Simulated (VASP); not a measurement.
Consider the following.

```xyz
2
Lattice="0.0000 3.5101 3.5101 3.5101 0.0000 3.5101 3.5101 3.5101 0.0000" Properties=species:S:1:pos:R:3 pbc="T T T"
K      0.0000     0.0000     0.0000
I      3.5101     3.5101     3.5101
```

Method: PBEsol GGA, VASP's PBE PAW potentials (set 64) (plane waves; VASP). Settings: 400 eV cut-off, 7×7×7 Γ-centred mesh, tetrahedra with Blöchl corrections, potentials K_sv I.

Unless said otherwise, spin-orbit coupling is left out, though it shifts the bands of the heavy elements here.

**Question.** Estimate the energy per atom (σ→0), band gap (on the k-mesh) with the smallest direct gap where there is one.

**Answer.** 
- band gap (on the k-mesh) = 3.86 eV
- smallest direct gap (on the k-mesh) = 3.86 eV
- energy per atom (σ→0) = -2.908 eV/atom

Only differences to runs with the same potentials and settings are physical.

The compound is KI in the rock salt structure. It was relaxed first.
